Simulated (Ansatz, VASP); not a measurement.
## Two plane-wave programs on Zr3MoC

```xyz
5
Lattice="4.9425 0.0000 0.0000 0.0000 4.9425 0.0000 0.0000 0.0000 4.9425" Properties=species:S:1:pos:R:3 pbc="T T T"
Zr    2.4713    0.0000    0.0000
Zr    0.0000    2.4713    0.0000
Zr    0.0000    0.0000    2.4713
Mo    0.0000    0.0000    0.0000
C     2.4713    2.4713    2.4713
```

The cell was built by a generator and needn't be a form met in nature.

Alike in both runs: task relaxation of cell and atoms; functional LDA; k mesh 5 × 5 × 5; occupations fermi-dirac, width 0.05 eV; no spin polarisation.

|  | VASP | Ansatz |
| --- | --- | --- |
| version | VASP 6.6.1 | Ansatz 0.2.0 |
| potentials or method | VASP PAW LDA potentials, release 64 (Zr_sv, Mo_sv, C) | Ansatz PAW |
| plane-wave cutoff (eV) | 600 | 420 |
| valence electrons in the cell | 54 | 54 |

VASP gave:

* gap on the k mesh at the Fermi level, each at its own relaxed structure (eV): none
* relaxed volume (Å³/atom): 22.85
* relaxed cell length with the largest relative difference (Å): 4.853
* energy change over the relaxation (meV/atom): -18

Q: Which values does Ansatz return?

A: gap on the k mesh at the Fermi level, each at its own relaxed structure (eV): none; relaxed volume (Å³/atom): 22.77; relaxed cell length with the largest relative difference (Å): 4.846; energy change over the relaxation (meV/atom): -21.

A gap of «none» marks a metal or a gap that the smearing closes.

Caveats: the plane-wave basis is chosen anew once the cell has moved, so the energies of steps on either side of that aren't comparable (Ansatz); the PAW data sets come from PBE, with cores solved anew for the run's functional, which leaves a small shift of forces and pressure (Ansatz).
